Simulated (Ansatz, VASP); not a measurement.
# Cross-check of BeMoS3 between VASP and Ansatz

Wanted: the spread between two codes on one cell, functional and k mesh. The cell is generated by rule, not measured, and may not be a known phase. The cell is taken from a series of runs on this material, whose earlier steps may have relaxed, scaled, displaced or heated it; both programs get it as it stands.

Method: plane waves, with VASP 6.6.1 beside it; zone-centre phonons at PBEsol, in Ansatz 0.2.0.

The structure was built from a prototype and need not be the compound's stable phase.

## Step 1: The starting structure

Symmetry: Pm-3m, No. 221, cubic system. The conventional cell has a = 4.621 Å, b = 4.621 Å, c = 4.621 Å, α = 90.00°, β = 90.00°, γ = 90.00°. Nearest to Be lie 12 S at 3.27 Å. Nearest to Mo lie 6 S at 2.31 Å. Nearest to S lie 2 Mo at 2.31 Å. Farther neighbours and most contacts between anions are not listed.

## Step 2: Ansatz: zone-centre phonons, PBEsol

Ansatz runs on its default PAW (the set named soft_2) files.

Second derivatives magnify differences that forces hide, and they need a tight electronic threshold.

input.yaml reads:

```yaml
crystal:
  lattice:
    - [4.6206887221, 0.0, 0.0]
    - [0.0, 4.6206887221, 0.0]
    - [0.0, 0.0, 4.6206887221]
  atoms:
    - { symbol: Be, position: [0.5, 0.5, 0.5] }
    - { symbol: Mo, position: [0.0, 0.0, 0.0] }
    - { symbol: S, position: [0.0, 0.5, 0.0] }
    - { symbol: S, position: [0.0, 0.0, 0.5] }
    - { symbol: S, position: [0.5, 0.0, 0.0] }
kpoints:
  mp_grid: { grid: [6, 6, 6] }
hamiltonian:
  xc: pbesol
scf:
  occupations: { method: methfessel_paxton, width: 0.15 }
output:
  eigenvalues: true
phonons:
  method: dfpt
  qmesh: [2, 2, 2]
  temperatures: { t_max: 1000, t_step: 50 }
  qpath:
    path:
      - [[0.0, 0.0, 0.0], [0.0, 0.5, 0.0], [0.5, 0.5, 0.0], [0.0, 0.0, 0.0], [0.5, 0.5, 0.5], [0.0, 0.5, 0.0]]
      - [[0.5, 0.5, 0.5], [0.5, 0.5, 0.0]]
    npoints: 10
```

Command:

```sh
$ ansatz run input.yaml --threads 8 --pin off --max-ram 14336MiB --backend cpu --events-out ev --progress --plain --runs-dir out
```

Numbers of over 12 decimals in the logs are rounded to 6 here.

The program printed:

```text
Engine: ansatz 0.2.0, x86_64-unknown-linux-gnu
Pseudopotentials: kind: paw
Pseudopotential: Be, paw, valence charge 2, recommended cutoff 420 eV (normal), Be.paw.azcp
Pseudopotential: Mo, paw, valence charge 14, recommended cutoff 420 eV (normal), Mo.paw.azcp
Pseudopotential: S, paw, valence charge 6, recommended cutoff 420 eV (normal), S.paw.azcp
Functional definition: PBEsol
  exchange = pbesol_x
  correlation = pbesol_c
Crystal: 5 atoms, lattice volume = 98.655 Å³
Basis set: ecut = 420 eV, 1935 PW (Γ), exchange–correlation on 64×64×64 points (8 copies of the dense FFT grid, shifted against one another)
Bands: 22, of which v1, the nominal top of the filled ones, is band 17 counted from 1 (16 counted from 0)
Symmetry: 48 space group operations
k-points: 20 of 216
Non-local potential: Be, projectors of the file, l = 0: 2, l = 1: 2, l = 2: 1
Non-local potential: Mo, projectors of the file, l = 0: 3, l = 1: 2, l = 2: 2, l = 3: 1
Non-local potential: S, projectors of the file, l = 0: 2, l = 1: 2, l = 2: 2
PAW form: soft (Blöchl's): semilocal exchange-correlation on the pseudo side does not see the compensation charge
PAW frozen core: Be, regenerated for the run's functional, and the local potential with it (the file was generated under x = pbe(κ = 0.804, μ = 0.219515), c = pbe(β = 0.066725))
PAW frozen core: Mo, regenerated for the run's functional, and the local potential with it (the file was generated under x = pbe(κ = 0.804, μ = 0.219515), c = pbe(β = 0.066725))
PAW frozen core: S, regenerated for the run's functional, and the local potential with it (the file was generated under x = pbe(κ = 0.804, μ = 0.219515), c = pbe(β = 0.066725))
PAW one-centre angular grid: Be, 110 points (default); XC on 64 Gauss nodes
PAW one-centre angular grid: Mo, 590 points (default); XC on 64 Gauss nodes
PAW one-centre angular grid: S, 110 points (default); XC on 64 Gauss nodes
Initial density: superposition of atomic densities (neutral atoms: chi_scale 0, normalization atom), corrected by the library's trained network
Initial wavefunctions: pseudopotential atomic-orbital guess
Functional: x = pbesol(κ = 0.804, μ = 0.123457), c = pbesol(β = 0.046)
SCF iter   1: F=—  HF=-7640.298257 eV  |F-HF|=—  |Δ(HF+E_count)|=         —  Δρ=4.25e-3  dr2=4.48e-2  ethr=1.77e-3  ⟨swp⟩=6.8  Hψ=4775  notcnv=0
automatic band count: the SCF goes on with 27 bands, as 22 were too few: they end inside the smearing window of the response
preconditioner: auto → Kerker (q_TF=auto, 2.284 Å⁻¹)  [metal: Δε(μ)=0.025 eV  Ē_g=9.166 eV  σ=0.150 eV  W_gap=0.14  n_scr=18 (ndim 8)  ℏωp=19.1 eV  f_vac=0.000  D(μ)=5.06/eV (n_scr^D=56)]
SCF iter   2: F=—  HF=-7640.293946 eV  |F-HF|=—  |Δ(HF+E_count)|=   4.31e-3  S|Δr|=    0.00e0  Δρ=2.79e-3  dr2=2.20e-2  ethr=1.32e-4  ⟨swp⟩=1.0  Hψ=700  notcnv=0
preconditioner: auto → Resta (q_TF=auto, 2.284 Å⁻¹)  ε∞=5.3  [insulator: Δε(μ)=0.163 eV  Ē_g=9.156 eV  σ=0.150 eV  W_gap=0.55  n_scr=18 (ndim 8)  ℏωp=19.1 eV  f_vac=0.000  D(μ)=5.13/eV (n_scr^D=56)  ε∞_Penn≈5.3]
SCF iter   3: F=—  HF=-7640.290170 eV  |F-HF|=—  |Δ(HF+E_count)|=   3.78e-3  S|Δr|=    0.00e0  Δρ=5.94e-4  dr2=4.37e-4  ethr=6.46e-5  ⟨swp⟩=1.4  Hψ=503  notcnv=0
SCF iter   4: F=—  HF=-7640.290096 eV  |F-HF|=—  |Δ(HF+E_count)|=   7.39e-5  S|Δr|=    0.00e0  Δρ=2.13e-4  dr2=7.40e-5  ethr=1.29e-6  ⟨swp⟩=2.4  Hψ=687  notcnv=0
SCF iter   5: F=—  HF=-7640.290083 eV  |F-HF|=—  |Δ(HF+E_count)|=   1.26e-5  S|Δr|=    0.00e0  Δρ=3.50e-5  dr2=1.81e-6  ethr=2.18e-7  ⟨swp⟩=1.6  Hψ=506  notcnv=0
SCF iter   6: F=—  HF=-7640.290082 eV  |F-HF|=—  |Δ(HF+E_count)|=   1.39e-6  S|Δr|=    0.00e0  Δρ=6.23e-6  dr2=2.64e-8  ethr=5.32e-9  ⟨swp⟩=2.6  Hψ=756  notcnv=0
SCF iter   7: F=—  HF=-7640.290082 eV  |F-HF|=—  |Δ(HF+E_count)|=   3.77e-9  S|Δr|=    0.00e0  Δρ=1.60e-6  dr2=4.12e-9  ethr=7.78e-11  ⟨swp⟩=2.5  Hψ=807  notcnv=0
SCF iter   8: F=—  HF=-7640.290082 eV  |F-HF|=—  |Δ(HF+E_count)|=  6.46e-11  S|Δr|=    0.00e0  Δρ=4.60e-7  dr2=2.95e-10  ethr=1.21e-11  ⟨swp⟩=1.2  Hψ=537  notcnv=0
SCF iter   9: F=-7640.290082 eV  HF=-7640.290082 eV  |F-HF|=3.64e-12  |Δ(HF+E_count)|=  4.55e-11  S|Δr|=    0.00e0  Δρ=3.94e-8  dr2=1.57e-12  ethr=1.00e-12  ⟨swp⟩=8.3  Hψ=2876  notcnv=0
SCF 1 converged in 9 iterations: F = -7640.290082 eV  dr2 = 1.57e-12
  greatest PAW one-centre occupation: 0.999 electrons in one spin orbital (limit 2), on the Mo atom at site 1 (counted from 0), in its partial waves of l = 0
Initial density: read from a saved state, or passed on in memory by an earlier SCF of this step, an earlier step, the calling program or the single point that the run made first
iter 1 solved again at ethr=2.18e-7 eV; its pass at ethr=3.10e-3 eV (dr2=7.41e-5 eV) is discarded
SCF iter   1: F=—  HF=-7640.290078 eV  |F-HF|=—  |Δ(HF+E_count)|=         —  Δρ=7.88e-7  dr2=8.85e-10  ethr=2.18e-7  ⟨swp⟩=3.0  Hψ=3317  notcnv=0
eigensolver tolerance schedule: the retry pair's looser diagonalisation over-reported the residual by 83698.06 of it (diagonalisation noise at an unbounded share of the residual, at the tolerance the schedule requests for it); recorded, not acted on — ethr = c·dr2/N_el stays at c = 1.0e-1
preconditioner: auto → Resta (q_TF=auto, 2.284 Å⁻¹)  ε∞=8.4  [insulator: Δε(μ)=0.137 eV  Ē_g=7.028 eV  σ=0.150 eV  W_gap=0.52  n_scr=18 (ndim 8)  ℏωp=19.1 eV  f_vac=0.000  D(μ)=5.22/eV (n_scr^D=56)  ε∞_Penn≈8.4]
SCF iter   2: F=—  HF=-7640.290082 eV  |F-HF|=—  |Δ(HF+E_count)|=   3.49e-6  S|Δr|=    0.00e0  Δρ=4.11e-7  dr2=2.83e-10  ethr=2.60e-12  ⟨swp⟩=3.5  Hψ=1138  notcnv=0
SCF iter   3: F=—  HF=-7640.290082 eV  |F-HF|=—  |Δ(HF+E_count)|=  2.00e-11  S|Δr|=    0.00e0  Δρ=2.64e-7  dr2=1.11e-10  ethr=1.00e-12  ⟨swp⟩=1.0  Hψ=440  notcnv=0
SCF iter   4: F=—  HF=-7640.290082 eV  |F-HF|=—  |Δ(HF+E_count)|=  6.37e-12  S|Δr|=    0.00e0  Δρ=1.00e-7  dr2=1.29e-11  ethr=1.00e-12  ⟨swp⟩=1.0  Hψ=440  notcnv=0
SCF iter   5: F=-7640.290082 eV  HF=-7640.290082 eV  |F-HF|=1.82e-12  |Δ(HF+E_count)|=  2.73e-12  S|Δr|=    0.00e0  Δρ=1.34e-8  dr2=3.13e-13  ethr=1.00e-12  ⟨swp⟩=2.7  Hψ=895  notcnv=0
SCF 2 converged in 5 iterations: F = -7640.290082 eV  dr2 = 3.13e-13
phonons: the bands overlap, so this run is a metal and interpolates without the dipole-dipole term. If the crystal is really an insulator or semiconductor, its LO-TO splitting is missing
NSCF: frozen V_eff on 20 k-points
NSCF: frozen V_eff on 64 k-points
DFPT response loops at q = (0, 0, 0) (fractional): preconditioner auto → Kerker (q_TF=auto, 2.284 Å⁻¹) (partly filled bands, converged f_vac=0.000); β = 1.00, the filter's whole step (`scf.mixing.beta` (0.50) is not read by the response loops under this deck's `scf.mixing.preconditioner`; to damp them name `kerker` or `kerker_dos`, under which they read `scf.mixing.beta`, and type it under 1.00, their step now; both keys bind the ground state too); Broyden in place of MSR1
NSCF: frozen V_eff on 128 k-points
DFPT response loops at q = (0, 0, -0.5) (fractional): mixed as the last ones told, above
NSCF: frozen V_eff on 128 k-points
DFPT response loops at q = (0, -0.5, -0.5) (fractional): mixed as the last ones told, above
NSCF: frozen V_eff on 128 k-points
DFPT response loops at q = (-0.5, -0.5, -0.5) (fractional): mixed as the last ones told, above
SCF converged after 9 iterations
Stability not checked: this state was not tested for a lower state beside it, because cold or Methfessel-Paxton smearing, or corrected tetrahedra, fill the levels in a way that the test cannot read (fill_not_monotonic; see scf.lower_state_search)
Free energy (F): -7640.290082 eV
Harris-Foulkes:  -7640.290082 eV  (|F-HF|=3.64e-12)
Internal energy: -7640.282163 eV  (E = F + TS)
E sigma→0 (E₀):  -7640.288102 eV
Entropy (-TS):   -0.007919 eV (-1.584 meV/atom)
Fermi energy:    7.026543 eV
--- Per-component energies (eV) ---
  E_band       = -237.076610
  E_kinetic    = 773.316236
  E_local      = -2304.886824  (includes V_loc(G=0)·N_el)
  E_nonlocal   = 235.273143
  E_hartree    = 862.695149
  E_xc         = -485.659378
  E_vxc        = -505.349863  (∫ρ·V_xc dr)
  E_paw        = -4953.038154  (= ΣΔE_a)
  E_vpaw       = -160.819622  (= ΣTr[D̂ρ^β])
  E_aug_tail   = 0.000037  (compensation charges beyond the density's cutoff)
  E_ewald      = -1768.387049
  E_core_change = 0.404679  (= ΣΔE_core)
  E_smearing   = -0.007919  (= −TS)
  E_closure    = 0.000000  (closes the sum)
  Σ components = -7640.290082   (vs F -7640.290082, Δ=0.00e0)
--- Band table (eV; the first three rows and the last of 20) ---
  k-point 0: bands = [... 13 lower, 5.6641, 5.6641, 5.6641, 5.9219, 6.3097, 6.3097, 6.3097, 7.7624, ... 6 higher]
  k-point 1: bands = [... 13 lower, 5.3612, 5.4928, 6.0810, 6.0810, 6.6207, 6.9124, 6.9124, 7.7810, ... 6 higher]
  k-point 2: bands = [... 13 lower, 5.1893, 5.3862, 6.1796, 6.1796, 7.6349, 7.8081, 7.9547, 7.9547, ... 6 higher]
  k-point 19: bands = [... 13 lower, 5.6735, 7.2819, 7.2819, 7.2819, 8.2449, 8.2449, 8.2449, 12.3616, ... 6 higher]
--- Phonons (Γ-DFPT): 4 representative perturbations + reference (Σ response iterations 12) ---
  ASR residual: 1.424e-4 → 0.000e0 eV/Å²; symmetrization residual: 1.864e-6 eV/Å²
  ASR residual per site (eV/Å²): 1.42e-4 4.36e-5 2.90e-5 2.90e-5 2.90e-5
  Γ frequencies (cm⁻¹): -282.68 -282.68 -282.68 -113.42 -113.42 -113.42 -42.19 -42.19 -42.19 0.00 0.00 0.00 385.14 385.14 385.14
--- Phonons (arbitrary-q DFPT): 4 irreducible q on the 2×2×2 mesh ---
  q = [0.0000, 0.0000, 0.0000] (star 1, of the zone-centre solve; hermiticity 2.57e-7, symmetrization 1.11e-13): -282.68 -282.68 -282.68 -113.42 -113.42 -113.42 -42.19 -42.19 -42.19 -0.00 -0.00 0.00 385.14 385.14 385.14
  q = [0.0000, 0.0000, -0.5000] (star 3, 9 solved perturbations in 504 linear systems a pass and spin channel, the states on 64 of 216 k-point pairs; hermiticity 3.95e-7, symmetrization 5.55e-8): -247.61 -247.61 -226.40 -152.97 -152.97 -117.84 -53.21 -53.21 63.03 104.84 121.45 121.45 366.72 366.72 453.43
  q = [0.0000, -0.5000, -0.5000] (star 3, 9 solved perturbations in 504 linear systems a pass and spin channel, the states on 64 of 216 k-point pairs; hermiticity 1.51e-7, symmetrization 2.62e-8): -291.07 -291.07 -242.47 -199.47 -81.63 66.05 66.05 70.29 70.29 154.40 154.40 193.65 341.36 345.14 489.53
  q = [-0.5000, -0.5000, -0.5000] (star 1, 4 solved perturbations in 184 linear systems a pass and spin channel, the states on 64 of 216 k-point pairs; hermiticity 2.86e-8, symmetrization 1.73e-8): -264.13 -264.13 -264.13 -201.97 -201.97 -201.97 86.88 86.88 86.88 207.16 207.16 207.16 309.74 309.74 522.22
  sum rule: each row above includes the acoustic sum rule's correction from the zone centre's row sums; it moved no ω² by more than (2.07 cm⁻¹)²
  mesh force constants: q→R imaginary residual 5.58e-18; ASR residual 1.424e-4 → 0.000e0 eV/Å²; symmetrization residual 2.132e-14 eV/Å²
  interpolated dispersion: 62 rows × 15 modes
  density of states and harmonic sums: on the 14×14×14 q-mesh, interpolated from the force constants of a 2×2×2 supercell (no non-analytic term)
  largest difference from the sums on the solved wave vectors: F 3.10e-2 eV, S 4.13e-5 and C_V 1.03e-5 eV/K
  zero-point energy: 0.108106 eV/cell   skipped modes (ω ≤ 0): 843, of them read as no rigid motion or as one in doubt: 840 (7.004e0 modes/cell left out, lowest -291.07 cm⁻¹)   left out of the sums: 4.67e-1 of the cell's modes: C_V's classical limit lies that fraction below 3 k_B per atom; for a crystal, a wire or a layer, F and S can be off by more, and a phonons.interpolated_qmesh denser along its periods is the remedy for the sampling
```

In the SCF lines HF is the Harris–Foulkes energy and dr2 the Hartree energy of the density residual, in eV; the loop may stop once dr2 is under the threshold and the program's other checks hold. Hψ counts applications of the Hamiltonian.

(Part 1 of 3 ends here.)

[Lines on the potential files, build, host, timing and source positions are cut from VASP's logs without a mark.]

[Logs are printed without paths, hosts, clocks, repeated set-up lines and the standing remarks that a program may print on its own settings, such as how far it seeks lower states.]

[Hosts, paths, dates, database ids (printed as entryN), source tags and the programs' standing remarks are cut or masked in the printed files.]
